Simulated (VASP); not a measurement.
The input files of a VASP run:

**KPOINTS**
```
K-points
0
gamma
7 7 7
```

### POSCAR
```
BaTe
1
    0.0000000000     3.5065482757     3.5065482757
    3.5065482757     0.0000000000     3.5065482757
    3.5065482757     3.5065482757     0.0000000000
Ba Te
1 1
Direct
  0.0000000000   0.0000000000   0.0000000000
  0.5000000000   0.5000000000   0.5000000000
```

**INCAR**
```
SYSTEM = BaTe
PREC = Accurate; ENCUT = 520; LREAL = .False.
LASPH = .True.
EDIFF = 1E-7; NELM = 100; ALGO = Normal
LMAXMIX = 4
ISMEAR = -5
GGA = MK; LUSE_VDW = .True.; AGGAC = 0.0
PARAM1 = 0.1234; PARAM2 = 1.0
ISIF = 2
LWAVE = .False.; LCHARG = .True.; LORBIT = 11
NEDOS = 601
```

POTCAR, in this order: Ba_sv Te (PBE.64 set). Program: vasp_std.

Q: Write an equivalent input for Quantum ESPRESSO's pw.x.

A: One equivalent input (not run):
```
&CONTROL
  calculation = 'scf'
  pseudo_dir = './pseudo'
  outdir = './out'
  tprnfor = .true.
  tstress = .true.
/
&SYSTEM
  ibrav = 0
  nat = 2
  ntyp = 2
  ecutwfc = 82.3
  occupations = 'tetrahedra'
  input_dft = 'vdw-df-ob86'
/
&ELECTRONS
  conv_thr = 7.3e-09
  electron_maxstep = 100
/
ATOMIC_SPECIES
  Ba 137.327 Ba.upf
  Te 127.600 Te.upf
CELL_PARAMETERS angstrom
     0.0000000    3.5065483    3.5065483
     3.5065483    0.0000000    3.5065483
     3.5065483    3.5065483    0.0000000
ATOMIC_POSITIONS crystal
  Ba   0.0000000  0.0000000  0.0000000
  Te   0.5000000  0.5000000  0.5000000
K_POINTS automatic
  7 7 7 0 0 0
```
Limits of the translation: the potentials are each code's own (VASP's PAW set, PseudoDojo norm-conserving files in pw.x), so ENCUT and ecutwfc are chosen apart and not converted; conv_thr bounds pw.x's estimated SCF error, while EDIFF bounds the energy change between steps.

The compound is BaTe in the rock salt structure. It was relaxed first.
